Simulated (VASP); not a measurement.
An input for Quantum ESPRESSO's pw.x (written as the equivalent of a VASP run, and not itself run):

```
&CONTROL
  calculation = 'scf'
  pseudo_dir = './pseudo'
  outdir = './out'
  tprnfor = .true.
  tstress = .true.
/
&SYSTEM
  ibrav = 0
  nat = 2
  ntyp = 2
  ecutwfc = 84
  occupations = 'smearing'
  smearing = 'gaussian'
  degauss = 0.003675
  input_dft = 'pbe'
/
&ELECTRONS
  conv_thr = 7.3e-08
  electron_maxstep = 100
/
ATOMIC_SPECIES
  Y 88.906 Y.upf
  N 14.007 N.upf
CELL_PARAMETERS angstrom
     0.0000000    2.4888000    2.4888000
     2.4888000    0.0000000    2.4888000
     2.4888000    2.4888000    0.0000000
ATOMIC_POSITIONS crystal
  Y    0.0000000  0.0000000  0.0000000
  N    0.5000000  0.5000000  0.5000000
K_POINTS automatic
  7 7 7 0 0 0
```

### Question
Translate this input to VASP (INCAR, KPOINTS, POSCAR, choice of POTCAR).

### Answer
Several could match; the one computed here: 
INCAR:
```
LCHARG = .FALSE.
LMAXMIX = 4
PREC = Accurate
SIGMA = 0.05   ! width (eV)
ALGO = Normal   ! blocked Davidson
LWAVE = .FALSE.
SYSTEM = YN
ISIF = 2   ! forces and stress, cell fixed
GGA = PE   ! PBE
LREAL = .FALSE.
NELM = 100   ! most electronic steps
ISMEAR = 0   ! Gaussian
ENCUT = 520
LASPH = .TRUE.
EDIFF = 1E-6
```

**KPOINTS**
```
K-points
0
gamma
7 7 7
0 0 0
```

POSCAR:
```
YN
1
    0.0000000000     2.4888000000     2.4888000000
    2.4888000000     0.0000000000     2.4888000000
    2.4888000000     2.4888000000     0.0000000000
Y N
1 1
Direct
  0.0000000000   0.0000000000   0.0000000000
  0.5000000000   0.5000000000   0.5000000000
```

POTCAR, in this order: Y_sv N (PBE.64 set). Program: vasp_std.

What does not carry over: the potentials are each code's own (VASP's PAW set, PseudoDojo norm-conserving files in pw.x), so ENCUT and ecutwfc are chosen apart and not converted; conv_thr bounds pw.x's estimated SCF error, while EDIFF bounds the energy change between steps.

The compound is YN in the rock salt structure. The cell was not relaxed at this level.
